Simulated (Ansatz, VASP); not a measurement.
**Cross-check of SnSe2 between VASP and Ansatz**

One calculation is typed for both programs; each brings its own data sets. How far apart do they land? The cell is generated by rule, not measured, and may not be a known phase. The cell is taken from a series of runs on this material, whose earlier steps may have relaxed, scaled, displaced or heated it; both programs get it as it stands.

Program: Ansatz 0.2.0. Level of theory: plane waves, with VASP 6.6.1 beside it; single point at r2SCAN. Results are calculated unless marked as measured.

The structure was built from a prototype and need not be the compound's stable phase.

**1. Set-up**

Symmetry: Amm2, No. 38, orthorhombic system. Conventional cell: a = 3.970 Å, b = 9.170 Å, c = 9.170 Å, α = 90.00°, β = 90.00°, γ = 90.00°. Nearest to Sn lie 6 Se at 2.59 to 2.85 Å. Nearest to Sn lie 6 Se at 2.58 to 3.05 Å. Se has 3 Sn at 2.72 to 2.85 Å nearest. Nearest to Se lie 3 Sn at 2.58 to 2.73 Å. Nearest to Se lie 3 Sn at 2.59 to 3.05 Å. Farther neighbours and most contacts between anions are not listed.

As a file:

```cif
data_structure
_symmetry_space_group_name_H-M 'Amm2'
_symmetry_Int_Tables_number 38
_cell_length_a 3.9703
_cell_length_b 9.1704
_cell_length_c 9.1704
_cell_angle_alpha 90.000
_cell_angle_beta 90.000
_cell_angle_gamma 90.000
_cell_volume 333.88
loop_
_atom_site_label
_atom_site_type_symbol
_atom_site_symmetry_multiplicity
_atom_site_Wyckoff_symbol
_atom_site_fract_x
_atom_site_fract_y
_atom_site_fract_z
_atom_site_occupancy
Sn1 Sn 2 a 0.00000 0.50000 0.51383 1
Sn2 Sn 2 b 0.50000 0.50000 0.02887 1
Se1 Se 4 d 0.00000 0.30695 0.96510 1
Se2 Se 2 b 0.50000 0.50000 0.30975 1
Se3 Se 2 b 0.50000 0.50000 0.69585 1
```

**2. Ansatz: single point, r2SCAN, pair 1**

Ansatz runs on its default PAW (the set named soft_2) files.

With cell and atoms fixed, the geometry can't cause a difference; cores, projectors, grids and the points listed under the comparison can.

File input.yaml:

```yaml
crystal:
  lattice:
    - [6.4844249796, 0.0, 0.0]
    - [0.0, 6.4844249796, 0.0]
    - [0.0, 0.0, 3.9702852424]
  atoms:
    - { symbol: Sn, position: [0.0138266253, -0.0138266253, 0.0] }
    - { symbol: Sn, position: [0.5288737292, 0.4711262708, 0.5] }
    - { symbol: Se, position: [0.272058021, 0.3418480705, 0.0] }
    - { symbol: Se, position: [0.6581519295, 0.727941979, 0.0] }
    - { symbol: Se, position: [0.8097542697, 0.1902457303, 0.5] }
    - { symbol: Se, position: [0.1958481781, 0.8041518219, 0.5] }
kpoints:
  mp_grid: { grid: [6, 6, 12] }
hamiltonian:
  xc: r2scan
scf:
  occupations: { method: methfessel_paxton, width: 0.2 }
output:
  forces: true
  stress: true
  eigenvalues: true
```

Launch:

```bash
ansatz run input.yaml --threads 8 --pin off --max-ram 14336MiB --backend cpu --events-out ev --progress --plain --runs-dir out
```

Numbers of over 12 decimals in the logs are rounded to 6 here.

The program printed:

```text
Engine: ansatz 0.2.0, aarch64-unknown-linux-gnu
Pseudopotentials: kind: paw
Pseudopotential: Sn, paw, valence charge 14, recommended cutoff 500 eV (meta_gga), Sn.paw.azcp
Pseudopotential: Se, paw, valence charge 16, recommended cutoff 500 eV (meta_gga), Se.paw.azcp
Functional definition: r2SCAN
  parameter k0 = 0.174
  parameter k1 = 0.065
  parameter a1 = 4.9479
  exchange = r2scan_x(k0 = k0, k1 = k1, a1 = a1)
  correlation = r2scan_c
Crystal: 6 atoms, lattice volume = 166.942 Å³
Basis set: ecut = 500 eV, 4235 PW (Γ), exchange–correlation on 192×192×120 points (64 copies of the dense FFT grid, shifted against one another)
Bands: 56, of which v1, the nominal top of the filled ones, is band 46 counted from 1 (45 counted from 0)
Symmetry: 4 space group operations
Space group: Amm2 (ITA 38), of the structure as read, at distance tolerance 5.5e-5 Å
k-points: 91 of 432 (time reversal used)
Non-local potential: Sn, projectors of the file, l = 0: 2, l = 1: 2, l = 2: 2, l = 3: 2
Non-local potential: Se, projectors of the file, l = 0: 2, l = 1: 2, l = 2: 3, l = 3: 1
PAW form: soft (Blöchl's): semilocal exchange-correlation on the pseudo side does not see the compensation charge
PAW frozen core: Sn, regenerated for the run's functional (the file was generated under x = pbe(κ = 0.804, μ = 0.219515), c = pbe(β = 0.066725))
PAW frozen core: Se, regenerated for the run's functional (the file was generated under x = pbe(κ = 0.804, μ = 0.219515), c = pbe(β = 0.066725))
PAW one-centre angular grid: Sn, 590 points (default); XC on 249 of its mesh's 2787 points in the sphere
PAW one-centre angular grid: Se, 590 points (default); XC on 160 Gauss nodes
Initial density: superposition of atomic densities (neutral atoms: chi_scale 0, normalization atom), corrected by the library's trained network
Initial wavefunctions: pseudopotential atomic-orbital guess
Functional: x = r2scan, c = r2scan; τ floored in thin density (d = 2e-4 eV/Å³)
SCF iter   1: F=—  HF=-33991.130973 eV  |F-HF|=—  |Δ(HF+E_count)|=         —  Δρ=7.18e-3  dr2=1.29e-1  dr2_τ=1.48e-2  ethr=1.77e-3  ⟨swp⟩=7.3  Hψ=20051  notcnv=0
preconditioner: auto → Kerker (q_TF=auto, 2.470 Å⁻¹)  [metal: Δε(μ)=0.012 eV  Ē_g=10.397 eV  σ=0.200 eV  W_gap=0.05  n_scr=38 (ndim 8)  ℏωp=16.3 eV  f_vac=0.103  D(μ)=0.62/eV (n_scr^D=0)]
SCF iter   2: F=—  HF=-33991.141329 eV  |F-HF|=—  |Δ(HF+E_count)|=   1.04e-2  S|Δr|=    0.00e0  Δρ=4.19e-3  dr2=5.19e-2  dr2_τ=2.91e-4  ethr=1.40e-4  ⟨swp⟩=2.7  Hψ=9999  notcnv=0  defer=1
SCF iter   3: F=—  HF=-33991.132831 eV  |F-HF|=—  |Δ(HF+E_count)|=   8.50e-3  S|Δr|=    0.00e0  Δρ=1.28e-3  dr2=7.35e-3  dr2_τ=4.21e-5  ethr=5.65e-5  ⟨swp⟩=2.2  Hψ=6373  notcnv=0  defer=1
SCF iter   4: F=—  HF=-33991.131284 eV  |F-HF|=—  |Δ(HF+E_count)|=   1.55e-3  S|Δr|=    0.00e0  Δρ=5.75e-4  dr2=1.26e-3  dr2_τ=8.05e-6  ethr=7.99e-6  ⟨swp⟩=3.0  Hψ=9042  notcnv=0  defer=1
SCF iter   5: F=—  HF=-33991.131249 eV  |F-HF|=—  |Δ(HF+E_count)|=   3.51e-5  S|Δr|=    0.00e0  Δρ=2.14e-4  dr2=2.65e-4  dr2_τ=1.55e-6  ethr=1.36e-6  ⟨swp⟩=2.0  Hψ=5846  notcnv=0  defer=1
SCF iter   6: F=—  HF=-33991.131263 eV  |F-HF|=—  |Δ(HF+E_count)|=   1.38e-5  S|Δr|=    0.00e0  Δρ=1.22e-4  dr2=3.71e-5  dr2_τ=6.76e-7  ethr=2.88e-7  ⟨swp⟩=2.0  Hψ=7165  notcnv=0  defer=1
SCF iter   7: F=—  HF=-33991.131293 eV  |F-HF|=—  |Δ(HF+E_count)|=   3.08e-5  S|Δr|=    0.00e0  Δρ=5.21e-5  dr2=6.58e-6  dr2_τ=9.46e-8  ethr=4.03e-8  ⟨swp⟩=2.0  Hψ=7192  notcnv=0  defer=27
SCF iter   8: F=—  HF=-33991.131297 eV  |F-HF|=—  |Δ(HF+E_count)|=   3.44e-6  S|Δr|=    0.00e0  Δρ=1.54e-5  dr2=6.44e-7  dr2_τ=3.19e-8  ethr=7.15e-9  ⟨swp⟩=2.0  Hψ=8985  notcnv=0  defer=27
SCF iter   9: F=—  HF=-33991.131297 eV  |F-HF|=—  |Δ(HF+E_count)|=   2.52e-7  S|Δr|=    0.00e0  Δρ=8.86e-6  dr2=2.26e-7  dr2_τ=2.51e-9  ethr=7.01e-10  ⟨swp⟩=2.0  Hψ=8990  notcnv=0  defer=32
SCF iter  10: F=-33991.131297 eV  HF=-33991.131297 eV  |F-HF|=2.27e-9  |Δ(HF+E_count)|=   1.02e-7  S|Δr|=    0.00e0  Δρ=2.67e-6  dr2=2.93e-8  dr2_τ=2.29e-10  ethr=1.09e-10  ⟨swp⟩=10.1  Hψ=20415  notcnv=0
SCF 1 converged in 10 iterations: F = -33991.131297 eV  dr2 = 2.93e-8
  greatest PAW one-centre occupation: 1.000 electrons in one spin orbital (limit 2), on the Se atom at site 4 (counted from 0), in its partial waves of l = 2
SCF converged after 10 iterations
Stability not checked: this state was not tested for a lower state beside it, because cold or Methfessel-Paxton smearing, or corrected tetrahedra, fill the levels in a way that the test cannot read (fill_not_monotonic; see scf.lower_state_search)
Free energy (F): -33991.131297 eV
Harris-Foulkes:  -33991.131297 eV  (|F-HF|=2.27e-9)
Internal energy: -33991.134222 eV  (E = F + TS)
E sigma→0 (E₀):  -33991.132028 eV
Entropy (-TS):   0.002926 eV (0.488 meV/atom)
Fermi energy:    7.252005 eV
Step filling:    the computed levels leave a gap of 0.0743 eV = 0.4 smearing widths at the electron count; against every level under it full and every level over it empty, smearing changes F+E_penalty+E_count by +1.231 meV and its σ→0 estimate by +0.500 meV
--- Per-component energies (eV) ---
  E_band       = -1889.676403
  E_kinetic    = 846.247188
  E_local      = -12394.920801  (includes V_loc(G=0)·N_el)
  E_nonlocal   = -2444.572693
  E_hartree    = 6305.163092
  E_xc         = -1138.277787
  E_vxc        = -626.135551  (∫ρ·V_xc dr)
  E_paw        = -16027.580534  (= ΣΔE_a)
  E_vpaw       = 85.944270  (= ΣTr[D̂ρ^β])
  E_aug_tail   = -0.000829  (compensation charges beyond the density's cutoff)
  E_vtau       = 33.439286  (kinetic-family band-sum trace: ∫τ·v_τ [+ j·A + Jᵃ·Aᵃ] dr)
  E_ewald      = -9131.603417
  E_core_change = -5.588441  (= ΣΔE_core)
  E_smearing   = 0.002926  (= −TS)
  E_closure    = -0.000000  (closes the sum)
  Σ components = -33991.131297   (vs F -33991.131297, Δ=0.00e0)
--- Forces (eV/Å), atoms counted from 1 ---
  atom   1  Sn    -0.00554241     0.00554241     0.00000000
  atom   2  Sn    -0.25321180     0.25321180     0.00000000
  atom   3  Se     0.16526922     0.08490318     0.00000000
  atom   4  Se    -0.08490318    -0.16526922     0.00000000
  atom   5  Se     0.24278462    -0.24278462     0.00000000
  atom   6  Se    -0.06440018     0.06440018     0.00000000
  max |Σ_I F_I| component: 3.73e-6 eV/Å
--- Stress (GPa, compression-positive) ---
       -0.125849      -2.511053       0.000000
       -2.511053      -0.125849       0.000000
        0.000000       0.000000      -0.529204
  P = ⅓ Tr σ = -0.2603 GPa (-2.603 kbar)
--- Band table (eV; the first three rows and the last of 91) ---
  k-point 0: bands = [... 42 lower, 6.1439, 6.2549, 6.7378, 6.8367, 7.4449, 8.7483, 10.2299, 10.2821, ... 6 higher]
  k-point 1: bands = [... 42 lower, 5.8640, 6.7780, 6.8856, 6.9245, 7.4091, 9.0080, 10.5410, 10.6510, ... 6 higher]
  k-point 2: bands = [... 42 lower, 5.1442, 6.7748, 6.8222, 7.2662, 7.5798, 9.5236, 10.8213, 11.1979, ... 6 higher]
  k-point 90: bands = [... 42 lower, 6.0688, 6.2177, 6.3958, 6.4001, 7.6183, 7.7302, 11.5904, 11.7065, ... 6 higher]
```

The column dr2 measures how far the density is from self-consistency, as an energy; F and HF (Harris–Foulkes) agree once it is small.

The run ends at a pressure of -0.26 GPa, with forces up to 0.36 eV/Å.

**3. VASP: single point, r2SCAN, pair 1**

The same cell, functional, mesh and smearing now go to VASP, with its own data sets.

Lines of VASP's logs that name or quote its potential files are left out, and so is its time.

File INCAR:

```
SYSTEM = SnSe2
PREC = Accurate
ENCUT = 550
EDIFF = 1E-06
NELM = 120
ISMEAR = 1
SIGMA = 0.2
LREAL = .FALSE.
ALGO = Normal
METAGGA = R2SCAN
LASPH = .TRUE.
NBANDS = 32
LORBIT = 11
LWAVE = .FALSE.
LCHARG = .FALSE.
ISIF = 2
GGA_COMPAT = .FALSE.
LMIXTAU = .TRUE.
KPAR = 2
```

File POSCAR:

```
SnSe2
1.0
    6.4844249796      0.0000000000      0.0000000000
    0.0000000000      6.4844249796      0.0000000000
    0.0000000000      0.0000000000      3.9702852424
Sn Se
2 4
Direct
    0.0138266253      0.9861733747      0.0000000000
    0.5288737292      0.4711262708      0.5000000000
    0.2720580210      0.3418480705      0.0000000000
    0.6581519295      0.7279419790      0.0000000000
    0.8097542697      0.1902457303      0.5000000000
    0.1958481781      0.8041518219      0.5000000000
```

File KPOINTS:

```
Automatic mesh
0
Gamma
6 6 12
0 0 0
```

PAW data sets: Sn_d and Se (PBE family, release 64).

Launch:

```bash
mpirun -np 2 vasp_std
```

The program printed:

```text
[banner, memory and clock lines left out]
running    2 mpi-ranks, on    1 nodes
 distrk:  each k-point on    1 cores,    2 groups
 distr:  one band on    1 cores,    1 groups

 POSCAR found type information on POSCAR SnSe
 POSCAR found :  2 types and       6 ions
|                                                                             |
|               ----> ADVICE to this user running VASP <----                  |
|                                                                             |
|     You enforced a specific xc type in the INCAR file but a different       |
|     [... a line on the potential file left out ...]
|     I HOPE YOU KNOW WHAT YOU ARE DOING!                                     |
|                                                                             |

 LDA part: xc-table for (None), standard interpolation
 POSCAR, INCAR and KPOINTS ok, starting setup
 FFT: planning ... GRIDC
 FFT: planning ... GRID_SOFT
 FFT: planning ... GRID
 WAVECAR not read
 entering main loop
       N       E                     dE             d eps       ncg     rms          rms(c)
DAV:   1     0.432201844772E+03    0.43220E+03   -0.24747E+04  5912   0.196E+03
DAV:   2    -0.372369894723E+02   -0.46944E+03   -0.45747E+03  5912   0.514E+02
DAV:   3    -0.113447913501E+03   -0.76211E+02   -0.74792E+02  7144   0.179E+02
DAV:   4    -0.117295100815E+03   -0.38472E+01   -0.38249E+01  6976   0.437E+01
DAV:   5    -0.117405108973E+03   -0.11001E+00   -0.10996E+00  8744   0.766E+00    0.784E+00
DAV:   6    -0.112169272617E+03    0.52358E+01   -0.35398E+00  8136   0.232E+01    0.532E+00
DAV:   7    -0.106246393124E+03    0.59229E+01   -0.17930E+00  6824   0.707E+00    0.180E+00
DAV:   8    -0.107910697880E+03   -0.16643E+01   -0.13471E+00  6624   0.715E+00    0.105E+00
DAV:   9    -0.107931997752E+03   -0.21300E-01   -0.23725E-01  6344   0.301E+00    0.638E-01
DAV:  10    -0.107959257072E+03   -0.27259E-01   -0.30984E-02  6992   0.136E+00    0.345E-01
DAV:  11    -0.108051779956E+03   -0.92523E-01   -0.14275E-01  5960   0.263E+00    0.178E-01
DAV:  12    -0.108057906147E+03   -0.61262E-02   -0.96433E-03  7104   0.617E-01    0.184E-01
DAV:  13    -0.108060415991E+03   -0.25098E-02   -0.78219E-04  6696   0.220E-01    0.114E-01
DAV:  14    -0.108065622582E+03   -0.52066E-02   -0.61404E-03  6056   0.643E-01    0.904E-02
DAV:  15    -0.108065815091E+03   -0.19251E-03   -0.85824E-04  7432   0.184E-01    0.913E-02
DAV:  16    -0.108065695426E+03    0.11967E-03   -0.64633E-05  6704   0.699E-02    0.627E-02
DAV:  17    -0.108065902963E+03   -0.20754E-03   -0.24801E-04  6568   0.117E-01    0.666E-03
DAV:  18    -0.108065931669E+03   -0.28706E-04   -0.24459E-05  6600   0.327E-02    0.986E-03
DAV:  19    -0.108065940647E+03   -0.89779E-05   -0.35155E-06  5800   0.157E-02    0.672E-03
DAV:  20    -0.108065942431E+03   -0.17840E-05   -0.15554E-06  4160   0.978E-03    0.687E-04
DAV:  21    -0.108065942255E+03    0.17574E-06   -0.92587E-07  3792   0.738E-03
   1 F= -.10806594E+03 E0= -.10806693E+03  d E =0.295356E-02
```

Parts of OUTCAR (step 3):

```text
ion  position               nearest neighbor table
   1  0.014  0.986  0.000-   6 2.59   6 2.59   5 2.73   5 2.73   3 2.85   4 2.85
   2  0.529  0.471  0.500-   5 2.58   4 2.72   3 2.72   3 2.72   4 2.72   6 3.05
   3  0.272  0.342  0.000-   2 2.72   2 2.72   1 2.85
   4  0.658  0.728  0.000-   2 2.72   2 2.72   1 2.85
   5  0.810  0.190  0.500-   2 2.58   1 2.73   1 2.73
   6  0.196  0.804  0.500-   1 2.59   1 2.59   2 3.05

  LATTYP: Found a simple tetragonal cell.
 ALAT       =     6.4844249796
 C/A-ratio  =     0.6122802338

 Subroutine GETGRP returns: Found  4 space group operations
 (whereof  4 operations were pure point group operations)

The static configuration has the point symmetry C_2v.

 Found     91 irreducible k-points:

   k-points           NKPTS =     91   k-points in BZ     NKDIM =     91   number of bands    NBANDS=     32

   dimension x,y,z NGX =    50 NGY =   50 NGZ =   30
   dimension x,y,z NGXF=   100 NGYF=  100 NGZF=   60

   ENCUT  =  550.0 eV  40.42 Ry    6.36 a.u.  12.40 12.40  7.59*2*pi/ulx,y,z

   NELECT =      52.0000    total number of electrons

 k-points in reciprocal lattice and weights: Automatic mesh
   0.00000000  0.00000000  0.00000000       0.002
   0.16666667  0.00000000  0.00000000       0.009
   0.33333333  0.00000000  0.00000000       0.009
   0.50000000  0.00000000  0.00000000       0.005
   0.16666667  0.16666667  0.00000000       0.005
  -0.16666667  0.16666667  0.00000000       0.005
   0.33333333  0.16666667  0.00000000       0.009
  -0.16666667  0.33333333  0.00000000       0.009
   0.50000000  0.16666667  0.00000000       0.009
[...]
0.50000000  0.33333333  0.50000000       0.009
   0.50000000  0.50000000  0.50000000       0.002

 average (electrostatic) potential at core
       1-109.4055       2-109.3800       3 -58.6054       4 -58.6054       5 -58.7181
       6 -58.5453

 E-fermi :   3.6017

 k-point     1 :       0.0000    0.0000    0.0000
  band No.  band energies     occupation
    ...
     22       2.4012      2.00000
     23       2.4893      2.00000
     24       2.6006      2.00000
     25       3.0878      2.00169
     26       3.1849      2.01208
     27       3.7963     -0.04414
     28       5.0971     -0.00000
     29       6.5760     -0.00000
     30       6.6297     -0.00000
     31       7.4027     -0.00000
    ...

 k-point     2 :       0.1667    0.0000    0.0000
  band No.  band energies     occupation
    ...
     23       2.4399      2.00000
     24       2.6615      2.00000
     25       3.0257      2.00036
     26       3.4129      2.03664
     27       3.6557      0.56116
     28       5.0998     -0.00000
     29       6.5216     -0.00000
     30       6.8295     -0.00000
     31       7.5116     -0.00000
     32       8.5808      0.00000

 k-point     3 :       0.3333    0.0000    0.0000
  band No.  band energies     occupation
    ...
     22       1.4776      2.00000
     23       2.4966      2.00000
     24       2.7282      2.00000
     25       2.7410      2.00000
     26       3.3749      2.06804
     27       3.8815     -0.06361
     28       4.9446     -0.00000
     29       6.5914     -0.00000
     30       7.1439     -0.00000
     31       7.8057      0.00000
    ...

  Total       -0.1262589     -0.1262589     -0.5167410     -2.6157891      0.0000000      0.0000000
  in kB       -1.2117358     -1.2117358     -4.9592825    -25.1043314      0.0000000      0.0000000
  external PRESSURE =      -2.4609180 kB  Pullay stress =       0.0000000 kB

  energy-cutoff  :      550.00
  volume of cell :      166.94
      direct lattice vectors                 reciprocal lattice vectors
     6.484424980  0.000000000  0.000000000     0.154215679  0.000000000  0.000000000
     0.000000000  6.484424980  0.000000000     0.000000000  0.154215679  0.000000000
     0.000000000  0.000000000  3.970285242     0.000000000  0.000000000  0.251871072

 POSITION                                       TOTAL-FORCE (eV/Angst)
 -----------------------------------------------------------------------------------
      0.08966      6.39477      0.00000        -0.004771      0.004771      0.000000
      3.42944      3.05498      1.98514        -0.256022      0.256022      0.000000
      1.76414      2.21669      0.00000         0.162409      0.084661      0.000000
      4.26774      4.72029      0.00000        -0.084661     -0.162409      0.000000
      5.25079      1.23363      1.98514         0.242072     -0.242072      0.000000
      1.26996      5.21446      1.98514        -0.059026      0.059026      0.000000
 -----------------------------------------------------------------------------------
    total drift:                               -0.000585      0.000585     -0.000000

  FREE ENERGIE OF THE ION-ELECTRON SYSTEM (eV)
  ---------------------------------------------------
  free  energy   TOTEN  =      -108.0659422554 eV

  energy  without entropy=     -108.0688958190  energy(sigma->0) =     -108.06692678

 total charge
# of ion       s       p       d       tot
------------------------------------------
    1        1.056   0.992  10.087  12.136
    2        1.063   0.986  10.076  12.125
    3        1.479   2.334   0.022   3.835
    4        1.479   2.334   0.022   3.835
    5        1.468   2.397   0.024   3.889
    6        1.478   2.367   0.027   3.872
--------------------------------------------------
tot          8.023  11.410  20.258  39.691

[... 3 further parts left out ...]
```

The run ends at a pressure of -0.25 GPa, with forces up to 0.36 eV/Å.

**4. Differences**

Known differences besides the potentials themselves: VASP keeps PBE cores, Ansatz makes them for the functional; the data sets hold 92 valence electrons in Ansatz (on its default PAW (the set named soft_2) files) and 52 in VASP; the cutoff is 500 eV in Ansatz and 550 eV in VASP. Total energies have different zeros and are not compared.

The two programs side by side:

| quantity | Ansatz | VASP | difference |
| --- | --- | --- | --- |
| pressure (GPa) | -0.26 | -0.25 | -0.01 |

Forces (eV/Å; atoms numbered as in POSCAR):

| atom | Ansatz x, y, z | VASP x, y, z |
| --- | --- | --- |
| Sn1 | -0.006, 0.006, 0.000 | -0.005, 0.005, 0.000 |
| Sn2 | -0.253, 0.253, 0.000 | -0.256, 0.256, 0.000 |
| Se3 | 0.165, 0.085, 0.000 | 0.162, 0.085, 0.000 |
| Se4 | -0.085, -0.165, 0.000 | -0.085, -0.162, 0.000 |
| Se5 | 0.243, -0.243, 0.000 | 0.242, -0.242, 0.000 |
| Se6 | -0.064, 0.064, 0.000 | -0.059, 0.059, 0.000 |

The forces differ by 2.3 meV/Å r.m.s., which is 1.7 % of the r.m.s. force of 0.134 eV/Å (both taken over all components).

(Continued in part 2 of 2.)

[Lines on the potential files, build, host, timing and source positions are cut from VASP's logs without a mark.]

[Logs are printed without paths, hosts, clocks, repeated set-up lines and the standing remarks that a program may print on its own settings, such as how far it seeks lower states.]

[Hosts, paths, dates, database ids (printed as entryN), source tags and the programs' standing remarks are cut or masked in the printed files.]
